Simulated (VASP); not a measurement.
Calculation: PBE GGA with D3 dispersion (zero damping), VASP's PBE PAW potentials (set 64) (plane waves; VASP).

VASP ran on this input.

### KPOINTS
```
Regular mesh
0
gamma
9 9 5
```

POSCAR:
```
BN
1
    1.2741361133    -2.2068687039     0.0000000000
    1.2741361133     2.2068687039     0.0000000000
    0.0000000000    -0.0000000000     4.2135094731
B N
2 2
Direct
  0.6666670000   0.3333330000   0.5001803034
  0.3333330000   0.6666670000   0.0001803034
  0.6666670000   0.3333330000   0.8748196966
  0.3333330000   0.6666670000   0.3748196966
```

**INCAR**
```
LWAVE  =  .FALSE.
NSW  =  60
GGA  =  PE
PREC  =  Accurate
ISIF  =  3
ENCUT  =  520
ISMEAR  =  0   ! Gaussian
LASPH  =  .TRUE.
SYSTEM  =  BN
SIGMA  =  0.05   ! width (eV)
LCHARG  =  .FALSE.
NELM  =  100   ! most electronic steps
IBRION  =  2   ! conjugate gradients
LREAL  =  .FALSE.   ! projection in real space or not
ALGO  =  Normal   ! blocked Davidson
EDIFFG  =  -0.02
IVDW  =  11
EDIFF  =  1E-6   ! SCF stop (eV)
```

POTCAR, in this order: B N (PBE.64 set). Program: vasp_std.

Estimate the energy per atom (σ→0), dispersion energy, band gap (on the k-mesh).

```
Property                          Result
------------------------  --------------
energy per atom (σ→0)     -8.844 eV/atom
dispersion energy              -0.547 eV
band gap (on the k-mesh)         5.20 eV
```

OSZICAR:
```
...
DAV:   6    -0.350012228671E+02    0.17648E+01   -0.47800E+00  1068   0.181E+01    0.456E+00
DAV:   7    -0.348603891388E+02    0.14083E+00   -0.22849E-01  1032   0.471E+00    0.272E+00
DAV:   8    -0.348310358766E+02    0.29353E-01   -0.72406E-02   948   0.253E+00    0.223E-01
DAV:   9    -0.348302429561E+02    0.79292E-03   -0.21008E-03  1120   0.482E-01    0.123E-01
DAV:  10    -0.348304830396E+02   -0.24008E-03   -0.38760E-04   984   0.196E-01    0.260E-02
DAV:  11    -0.348304883550E+02   -0.53154E-05   -0.66624E-05  1120   0.712E-02    0.137E-02
DAV:  12    -0.348304892989E+02   -0.94391E-06   -0.94159E-06  1072   0.302E-02
   1 F= -.35377302E+02 E0= -.35377302E+02  d E =-.353773E+02
```

The compound is BN in the wurtzite structure, a metastable high-pressure form. It was relaxed first. The start is the result of an earlier pass.
